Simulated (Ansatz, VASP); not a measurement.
**SnTeSe (1T-SnSeTe 3 layers, AA) in two plane-wave programs**

Wanted: the spread between two codes on one cell, functional and k mesh. The structure shown is the start of the Ansatz relaxation below; VASP solves that cell, so the two are compared at the walk's first step.

Calculated with Ansatz 0.2.0; plane waves, with VASP 6.6.1 beside it; single point at PBEsol with D3(BJ).

## Step 1: The structure

The cell holds 9 atoms: 3 Te, 3 Sn and 3 Se. Cell: a = 3.827 Å, b = 3.827 Å, c = 59.212 Å, α = 90.0°, β = 90.0°, γ = 120.0°. Vacuum lies along c.

## Step 2: Ansatz: relaxation, PBEsol with D3(BJ)

Ansatz runs on its default PAW (the set named soft_2) files.

The two programs are compared at the cell with which this relaxation starts, whose forces are those of its first step.

Input file input.yaml:

```yaml
crystal:
  lattice:
    - [3.8272765, 0.0, 0.0]
    - [-1.91363825, 3.3145186763, 0.0]
    - [0.0, 0.0, 59.2117634703]
  atoms:
    - { symbol: Te, position: [0.6666666667, 0.3333333333, 0.3808364872] }
    - { symbol: Sn, position: [0.0, 0.0, 0.4055718178] }
    - { symbol: Se, position: [0.3333333333, 0.6666666667, 0.4242499522] }
    - { symbol: Te, position: [0.6666666667, 0.3333333333, 0.4782932675] }
    - { symbol: Sn, position: [0.0, 0.0, 0.5030285981] }
    - { symbol: Se, position: [0.3333333333, 0.6666666667, 0.5217067325] }
    - { symbol: Te, position: [0.6666666667, 0.3333333333, 0.5757500478] }
    - { symbol: Sn, position: [0.0, 0.0, 0.6004853784] }
    - { symbol: Se, position: [0.3333333333, 0.6666666667, 0.6191635128] }
  periodic: [true, true, false]
kpoints:
  mp_grid: { grid: [12, 12, 1] }
hamiltonian:
  xc: pbesol
  dispersion: d3bj
scf:
  occupations: { method: fermi_dirac, width: 0.05 }
  convergence: { dr2_threshold: 1.0e-09 }
relax:
  f_tol: 0.004
  max_steps: 90
  cell: {}
output:
  write_potential: true
  write_density: true
  volumetric_format: npy
```

Run with:

```
> ansatz run input.yaml --threads 4 --pin off --max-ram 12288MiB --backend cpu --events-out ev --progress --plain --runs-dir out
```

Numbers of over 12 decimals in the logs are rounded to 6 here.

Output:

```text
Warning: relax.cell: scf.convergence.dr2_threshold = 1e-9 eV is looser than the 1.54804849014e-10 eV advised for a relaxation that steers and ends on the stress (1e-10 eV for each atom of the cell: 9, times the square of relax.cell.stress_2d_tol = 0.05 N/m over 24.1 Å (the atoms' height at the walk's start and 5 Å past either face), 2.074e-2 GPa, over a crystal's default 0.05). What an SCF threshold leaves in a stress goes as its square root, and in the free energy as the threshold itself, and one threshold admits the most on a small cell: [figures from the program's tests cut] Set scf.convergence.dr2_threshold to 1.54804849014e-10 eV or tighter. [rest of the remark cut]
Engine: ansatz 0.2.0, x86_64-unknown-linux-gnu
Pseudopotentials: kind: paw
Pseudopotential: Te, paw, valence charge 16, recommended cutoff 420 eV (normal), Te.paw.azcp
Pseudopotential: Sn, paw, valence charge 14, recommended cutoff 420 eV (normal), Sn.paw.azcp
Pseudopotential: Se, paw, valence charge 16, recommended cutoff 420 eV (normal), Se.paw.azcp
Functional definition: PBEsol
  exchange = pbesol_x
  correlation = pbesol_c
Crystal: 9 atoms, lattice volume = 751.136 Å³
Basis set: ecut = 420 eV, 14681 PW (Γ), exchange–correlation on 54×54×800 points (8 copies of the dense FFT grid, shifted against one another)
Bands: 83, of which v1, the nominal top of the filled ones, is band 69 counted from 1 (68 counted from 0)
Symmetry: 6 space group operations
Space group: P3m1 (ITA 156), of the structure as read, at distance tolerance 9.1e-5 Å
k-points: 19 of 144 (time reversal used)
Non-local potential: Te, projectors of the file, l = 0: 2, l = 1: 2, l = 2: 2, l = 3: 2
Non-local potential: Sn, projectors of the file, l = 0: 2, l = 1: 2, l = 2: 2, l = 3: 2
Non-local potential: Se, projectors of the file, l = 0: 2, l = 1: 2, l = 2: 3, l = 3: 1
PAW form: soft (Blöchl's): semilocal exchange-correlation on the pseudo side does not see the compensation charge
PAW frozen core: Te, regenerated for the run's functional, and the local potential with it (the file was generated under x = pbe(κ = 0.804, μ = 0.219515), c = pbe(β = 0.066725))
PAW frozen core: Sn, regenerated for the run's functional, and the local potential with it (the file was generated under x = pbe(κ = 0.804, μ = 0.219515), c = pbe(β = 0.066725))
PAW frozen core: Se, regenerated for the run's functional, and the local potential with it (the file was generated under x = pbe(κ = 0.804, μ = 0.219515), c = pbe(β = 0.066725))
PAW one-centre angular grid: Te, 590 points (default); XC on 64 Gauss nodes
PAW one-centre angular grid: Sn, 590 points (default); XC on 64 Gauss nodes
PAW one-centre angular grid: Se, 590 points (default); XC on 64 Gauss nodes
Initial density: superposition of atomic densities (neutral atoms: chi_scale 0, normalization atom), corrected by the library's trained network
Initial wavefunctions: pseudopotential atomic-orbital guess
Functional: x = pbesol(κ = 0.804, μ = 0.123457), c = pbesol(β = 0.046)
SCF iter   1: F=—  HF=-54824.960414 eV  |F-HF|=—  |Δ(HF+E_count)|=         —  Δρ=1.89e-3  dr2=2.19e-1  ethr=1.77e-3  ⟨swp⟩=15.4  Hψ=10299  notcnv=0  defer=40
preconditioner: auto → LDOS  [insulator: Δε(μ)=0.119 eV  Ē_g=10.221 eV  σ=0.050 eV  W_gap=0.53  n_scr=128 (ndim 8)  ℏωp=9.4 eV  f_vac=0.700  D(μ)=1.42/eV (n_scr^D=10)  ε∞_Penn≈1.8  β→1.0]
SCF iter   2: F=—  HF=-54824.955763 eV  |F-HF|=—  |Δ(HF+E_count)|=   4.65e-3  Δρ=1.38e-3  dr2=7.13e-2  ethr=1.59e-4  ⟨swp⟩=4.6  Hψ=3550  notcnv=0  defer=116
SCF iter   3: F=—  HF=-54824.945619 eV  |F-HF|=—  |Δ(HF+E_count)|=   1.01e-2  Δρ=5.36e-4  dr2=3.01e-2  ethr=5.17e-5  ⟨swp⟩=3.7  Hψ=2797  notcnv=0  defer=116
SCF iter   4: F=—  HF=-54824.942638 eV  |F-HF|=—  |Δ(HF+E_count)|=   2.98e-3  Δρ=2.62e-4  dr2=3.23e-3  ethr=2.18e-5  ⟨swp⟩=2.5  Hψ=2153  notcnv=0  defer=116
SCF iter   5: F=—  HF=-54824.942215 eV  |F-HF|=—  |Δ(HF+E_count)|=   4.22e-4  Δρ=6.42e-5  dr2=5.52e-4  ethr=2.34e-6  ⟨swp⟩=3.1  Hψ=2586  notcnv=0  defer=116
SCF iter   6: F=—  HF=-54824.942169 eV  |F-HF|=—  |Δ(HF+E_count)|=   4.61e-5  Δρ=2.56e-5  dr2=3.19e-5  ethr=4.00e-7  ⟨swp⟩=2.8  Hψ=2130  notcnv=0  defer=110
SCF iter   7: F=—  HF=-54824.942189 eV  |F-HF|=—  |Δ(HF+E_count)|=   1.98e-5  Δρ=1.04e-5  dr2=2.91e-6  ethr=2.31e-8  ⟨swp⟩=3.3  Hψ=2939  notcnv=0  defer=110
[...]
WARN: The output density's exchange-correlation potential varies sharply where the density is thin. Do not read a vacuum level from v_tot or v_xc, or from such a field of the output density. On a cell that repeats whose density bears no net charge and no dipole along the vacuum's axis use v_es (v_loc + v_h of the components); under efield.dipole_correction with no amplitude use v_es + v_field, which holds any externa [...]
SCF converged after 5 iterations
Free energy (F): -54831.079960 eV
Harris-Foulkes:  -54831.079960 eV  (|F-HF|=1.51e-9)
Internal energy: -54831.047835 eV  (E = F + TS)
E sigma→0 (E₀):  -54831.063898 eV
Entropy (-TS):   -0.032125 eV (-3.569 meV/atom)
Fermi energy:    -5.139787 eV
--- Per-component energies (eV) ---
  E_band       = -4144.685372
  E_kinetic    = 1463.998274
  E_local      = -1184728.503982  (includes V_loc(G=0)·N_el)
  E_nonlocal   = -2789.283837
  E_hartree    = 592185.728382
  E_xc         = -1817.709863
  E_vxc        = -897.947198  (∫ρ·V_xc dr)
  E_paw        = -31561.175771  (= ΣΔE_a)
  E_vpaw       = -1564.405675  (= ΣTr[D̂ρ^β])
  E_aug_tail   = -0.002356  (compensation charges beyond the density's cutoff)
  E_ewald      = 572414.011387
  E_disp       = -3.114386  (pairwise vdW)
  E_core_change = 5.004316  (= ΣΔE_core)
  E_smearing   = -0.032125  (= −TS)
  E_closure    = -0.000000  (closes the sum)
  Σ components = -54831.079960   (vs F -54831.079960, Δ=0.00e0)
--- Forces (eV/Å), atoms counted from 1 ---
  atom   1  Te     0.00000000     0.00000000     0.00098221
  atom   2  Sn     0.00000000     0.00000000    -0.00114102
  atom   3  Se    -0.00000000     0.00000000     0.00026793
  atom   4  Te     0.00000000    -0.00000000     0.00100437
  atom   5  Sn     0.00000000     0.00000000    -0.00182589
  atom   6  Se     0.00000000     0.00000000     0.00014225
  atom   7  Te     0.00000000    -0.00000000     0.00086698
  atom   8  Sn    -0.00000000     0.00000000    -0.00008014
  atom   9  Se     0.00000000     0.00000000    -0.00021628
  max |Σ_I F_I| component: 4.06e-7 eV/Å
--- 2D stress c σ (N/m, compression-positive) ---
       -0.000563      -0.000000      -0.000000
       -0.000000      -0.000563       0.000000
       -0.000000       0.000000      -0.000000
  P = ½ c Tr σ = -0.0006 N/m
--- Band table (eV; the first three rows and the last of 19) ---
  k-point 0: bands = [... 65 lower, -5.2577, -5.2577, -5.1317, -5.1317, -4.8674, -4.0885, -3.4185, -2.6444, ... 10 higher]
  k-point 1: bands = [... 65 lower, -5.5467, -5.4009, -5.2894, -5.1422, -4.2383, -3.8456, -3.5703, -2.4019, ... 10 higher]
  k-point 2: bands = [... 65 lower, -5.7948, -5.4115, -5.1588, -5.1269, -4.5178, -3.9309, -3.5027, -2.3168, ... 10 higher]
  k-point 18: bands = [... 65 lower, -6.6972, -6.3814, -5.6803, -5.6559, -5.3704, -4.5837, -3.5660, -1.9777, ... 10 higher]
  the weakly bound empty levels are not read free of the cell's end (no_gap_told)
--- Relaxed structure (18 steps of the walk, 16 accepted, 2 SCFs on fresh bases) ---
  F+E_penalty+E_count = -54831.07996014 eV   max|allowed force component| = 1.826e-3 eV/Å   (the final SCF, on the basis selected at the relaxed cell)
  cell:  # Å, volume = 799.9984 Å³
    - [3.949801, 9.068655072405076e-18, 0]
    - [-1.974901, 3.420628, 0]
    - [0, 0, 59.2117634703]
  atoms:
    - { symbol: Te, position: [0.666667, 0.333333, 0.375852] }
    - { symbol: Sn, position: [0, 0, 0.406082] }
    - { symbol: Se, position: [0.333333, 0.666667, 0.433071] }
    - { symbol: Te, position: [0.666667, 0.333333, 0.471817] }
    - { symbol: Sn, position: [0, 0, 0.502475] }
    - { symbol: Se, position: [0.333333, 0.666667, 0.529403] }
    - { symbol: Te, position: [0.666667, 0.333333, 0.567526] }
    - { symbol: Sn, position: [0, 0, 0.598487] }
    - { symbol: Se, position: [0.333333, 0.666667, 0.624374] }
```

## Step 3: VASP: single point, PBEsol with D3(BJ), start cell

The same cell, functional, mesh and smearing now go to VASP, with its own data sets.

Lines of VASP's logs that name or quote its potential files are left out, and so is its time.

Input file INCAR:

```
SYSTEM = SnTeSe
PREC = Accurate
ENCUT = 400
EDIFF = 1E-06
NELM = 120
ISMEAR = -1
SIGMA = 0.05
LREAL = .FALSE.
ALGO = Normal
GGA = PS
IVDW = 12
NBANDS = 48
LORBIT = 11
LWAVE = .FALSE.
LCHARG = .FALSE.
ISIF = 2
LDIPOL = .TRUE.
IDIPOL = 3
DIPOL = 0.5 0.5 0.501
LVHAR = .TRUE.
LASPH = .TRUE.
GGA_COMPAT = .FALSE.
NELMDL = -8
KPAR = 2
```

Input file POSCAR:

```
SnTeSe
1.0
    3.8272760000      0.0000000000      0.0000000000
   -1.9136380000      3.3145190000      0.0000000000
    0.0000000000      0.0000000000     59.2117630000
Te Sn Se
3 3 3
Direct
    0.6666667170      0.3333334339      0.3808364902
    0.6666667170      0.3333334339      0.4782932743
    0.6666667170      0.3333334339      0.5757500583
    0.0000000000      0.0000000000      0.4055718287
    0.0000000000      0.0000000000      0.5030285959
    0.0000000000      0.0000000000      0.6004853799
    0.3333332830      0.6666665661      0.4242499586
    0.3333332830      0.6666665661      0.5217067426
    0.3333332830      0.6666665661      0.6191635098
```

Input file KPOINTS:

```
Automatic mesh
0
Gamma
12 12 1
0 0 0
```

The projector-augmented-wave data sets are Te, Sn_d and Se (PBE family, release 64).

Run with:

```
> mpirun -np 2 vasp_std
```

Output:

```text
[banner, memory and clock lines left out]
running    2 mpi-ranks, on    1 nodes
 distrk:  each k-point on    1 cores,    2 groups
 distr:  one band on    1 cores,    1 groups

 POSCAR found type information on POSCAR TeSnSe
 POSCAR found :  3 types and       9 ions
|                                                                             |
|               ----> ADVICE to this user running VASP <----                  |
|                                                                             |
|     You enforced a specific xc type in the INCAR file but a different       |
|     [... a line on the potential file left out ...]
|     I HOPE YOU KNOW WHAT YOU ARE DOING!                                     |
|                                                                             |

 LDA part: xc-table for (Slater+PW92), standard interpolation
|                                                                             |
|           W    W    AA    RRRRR   N    N  II  N    N   GGGG   !!!           |
|           W    W   A  A   R    R  NN   N  II  NN   N  G    G  !!!           |
|           W    W  A    A  R    R  N N  N  II  N N  N  G       !!!           |
|           W WW W  AAAAAA  RRRRR   N  N N  II  N  N N  G  GGG   !            |
|           WW  WW  A    A  R   R   N   NN  II  N   NN  G    G                |
|           W    W  A    A  R    R  N    N  II  N    N   GGGG   !!!           |
|                                                                             |
|     One of the lattice vectors is very long (>50 A), but AMIN is rather     |
|     large. This can spoil convergence since charge sloshing might occur     |
|     along the long lattice vector. If problems with convergence are         |
|     observed, try to decrease AMIN to a smaller value (e.g. 0.01).          |
|     Note: This warning only applies if the self-consistency cycle is        |
|     used.                                                                   |
|                                                                             |

 POSCAR, INCAR and KPOINTS ok, starting setup
 FFT: planning ... GRIDC
 FFT: planning ... GRID_SOFT
 FFT: planning ... GRID
 WAVECAR not read
 entering main loop
       N       E                     dE             d eps       ncg     rms          rms(c)
DAV:   1     0.627812173033E+03    0.62781E+03   -0.29151E+04  2184   0.111E+03
DAV:   2     0.434885373652E+02   -0.58432E+03   -0.57313E+03  2312   0.277E+02
DAV:   3    -0.281055692137E+02   -0.71594E+02   -0.70518E+02  2312   0.126E+02
DAV:   4    -0.309139667964E+02   -0.28084E+01   -0.27981E+01  2264   0.285E+01
DAV:   5    -0.310176927084E+02   -0.10373E+00   -0.10369E+00  2552   0.491E+00
DAV:   6    -0.310209002420E+02   -0.32075E-02   -0.32073E-02  2608   0.823E-01
DAV:   7    -0.310210099673E+02   -0.10973E-03   -0.10972E-03  2752   0.138E-01
DAV:   8    -0.310210130592E+02   -0.30919E-05   -0.30912E-05  2568   0.215E-02    0.169E+01
DAV:   9    -0.301394990367E+02    0.88151E+00   -0.11417E+00  2544   0.920E+00    0.105E+01
DAV:  10    -0.299696113340E+02    0.16989E+00   -0.12332E+00  2504   0.609E+00    0.116E+00
DAV:  11    -0.299320564766E+02    0.37555E-01   -0.22212E-01  2480   0.413E+00    0.736E-01
DAV:  12    -0.299337612984E+02   -0.17048E-02   -0.35992E-02  2192   0.829E-01    0.416E-01
DAV:  13    -0.299337254727E+02    0.35826E-04   -0.38114E-03  2160   0.416E-01    0.214E-01
DAV:  14    -0.299337322919E+02   -0.68192E-05   -0.98916E-04  2592   0.183E-01    0.112E-01
[...]
DAV:  23    -0.299338810464E+02   -0.90208E-05   -0.23503E-07  1360   0.195E-03    0.233E-03
DAV:  24    -0.299338955610E+02   -0.14515E-04   -0.73816E-07  1392   0.268E-03    0.261E-03
DAV:  25    -0.299339041882E+02   -0.86272E-05   -0.36403E-07  1360   0.241E-03    0.117E-03
DAV:  26    -0.299339064681E+02   -0.22799E-05   -0.11675E-07  1336   0.143E-03    0.454E-04
DAV:  27    -0.299339093812E+02   -0.29131E-05   -0.94031E-08  1320   0.128E-03    0.366E-04
DAV:  28    -0.299339115719E+02   -0.21907E-05   -0.46162E-08  1304   0.101E-03    0.345E-04
DAV:  29    -0.299339129306E+02   -0.13588E-05   -0.16979E-08  1272   0.486E-04    0.280E-04
DAV:  30    -0.299339137122E+02   -0.78158E-06   -0.11043E-08  1264   0.355E-04
   1 F= -.33239491E+02 E0= -.33234401E+02  d E =-.101793E-01
```

[end of part 1 of 2]

[Lines on the potential files, build, host, timing and source positions are cut from VASP's logs without a mark.]

[Logs are printed without paths, hosts, clocks, repeated set-up lines and the standing remarks that a program may print on its own settings, such as how far it seeks lower states.]

[Hosts, paths, dates, database ids (printed as entryN), source tags and the programs' standing remarks are cut or masked in the printed files.]
